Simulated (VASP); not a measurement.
An input for Quantum ESPRESSO's pw.x (written as the equivalent of a VASP run, and not itself run):

```
&CONTROL
  calculation = 'vc-relax'
  pseudo_dir = './pseudo'
  outdir = './out'
  tprnfor = .true.
  tstress = .true.
  nstep = 40
  forc_conv_thr = 0.00078
/
&SYSTEM
  ibrav = 0
  nat = 6
  ntyp = 2
  ecutwfc = 84
  occupations = 'smearing'
  smearing = 'methfessel-paxton'
  degauss = 0.00735
  input_dft = 'pz'
/
&ELECTRONS
  conv_thr = 7.3e-08
  electron_maxstep = 100
/
&IONS
/
&CELL
  press = 450
/
ATOMIC_SPECIES
  Ir 192.217 Ir.upf
  O 15.999 O.upf
CELL_PARAMETERS angstrom
     4.3018936    0.0000000    0.0000000
     0.0000000    4.3018936    0.0000000
     0.0000000    0.0000000    3.1091390
ATOMIC_POSITIONS crystal
  Ir   0.0000000  0.0000000  0.0000000
  Ir   0.5000000  0.5000000  0.5000000
  O    0.3104700  0.3104700  0.0000000
  O    0.8104700  0.1895300  0.5000000
  O    0.1895300  0.8104700  0.5000000
  O    0.6895300  0.6895300  0.0000000
K_POINTS automatic
  7 7 10 0 0 0
```

Q: Translate this input to VASP (INCAR, KPOINTS, POSCAR, choice of POTCAR).

A: Several could match; the one computed here: 
**KPOINTS**
```
Automatic mesh
0
Gamma
7 7 10
0 0 0
```

POSCAR:
```
IrO2
1
    4.3018935675     0.0000000000     0.0000000000
    0.0000000000     4.3018935675     0.0000000000
    0.0000000000     0.0000000000     3.1091390489
Ir O
2 4
Direct
  0.0000000000   0.0000000000   0.0000000000
  0.5000000000   0.5000000000   0.5000000000
  0.3104699697   0.3104699697   0.0000000000
  0.8104699697   0.1895300303   0.5000000000
  0.1895300303   0.8104699697   0.5000000000
  0.6895300303   0.6895300303   0.0000000000
```

### INCAR
```
SYSTEM = IrO2
PREC = Accurate; ENCUT = 620; LREAL = .FALSE.
LASPH = .TRUE.
EDIFF = 1E-6; NELM = 100; ALGO = Normal
LMAXMIX = 6
ISMEAR = 1; SIGMA = 0.1
IBRION = 2; NSW = 40; ISIF = 3
EDIFFG = -0.02; PSTRESS = 450
LWAVE = .FALSE.; LCHARG = .FALSE.
```

POTCAR, in this order: Ir O (LDA.64 set). Program: vasp_std.

The two are equivalent in intent, not identical: the potentials are each code's own (VASP's PAW set, PseudoDojo norm-conserving files in pw.x), so ENCUT and ecutwfc are chosen apart and not converted; conv_thr bounds pw.x's estimated SCF error, while EDIFF bounds the energy change between steps; forc_conv_thr acts on force components and is met together with etot_conv_thr.

The compound is IrO2 in the rutile structure. This run relaxes it under an external pressure of 45 GPa. Symmetry was kept, so distortions that lower it aren't found.
